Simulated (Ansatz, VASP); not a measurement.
## Two plane-wave programs on Ta2GeO

```xyz
4
Lattice="2.4633 1.4222 3.0505 -2.4633 1.4222 3.0505 0.0000 -2.8444 3.0505" Properties=species:S:1:pos:R:3 pbc="T T T"
Ta    0.0000    0.0000    7.0669
Ta    0.0000    0.0000    2.0845
Ge    0.0000    0.0000    0.0000
O     0.0000    0.0000    4.5757
```

Alike in both runs: task single point; functional PBE; k mesh 6 × 6 × 6; occupations gaussian, width 0.1 eV; no spin polarisation.

|  | VASP | Ansatz |
| --- | --- | --- |
| version | VASP 6.6.1 | Ansatz 0.2.0 |
| potentials or method | VASP PAW PBE potentials, release 64 (Ta_pv, Ge_d, O) | scalar-relativistic, plane waves, PAW |
| plane-wave cutoff (eV) | 520 | 420 |
| valence electrons in the cell | 42 | 46 |

Ansatz gave:

```
gap on the k mesh at the Fermi level (eV)       : none
pressure (GPa)                                  : 22.8
largest component of the traceless stress (GPa) : 88.62
rms of the force components (eV/Å)              : 4.814
```

**Question.** Which values does VASP return?

**Answer.** gap on the k mesh at the Fermi level (eV): none; pressure (GPa): 22.9; largest component of the traceless stress (GPa): 88.56; rms of the force components (eV/Å): 4.804.

Atom by atom the forces differ by 0.010 eV/Å (rms over components). A gap of «none» marks a metal or a gap that the smearing closes. The two sets of potentials don't hold the same shells in valence.

Caveats: so large a pressure means that the cell lies far from this level's equilibrium, or that cutoff or potentials fall short (VASP); forces of over 1 eV/Å show positions far from the minimum, so gaps and moduli don't describe the material at rest. The runs have no spin-orbit coupling, so splittings on Ta are missing.
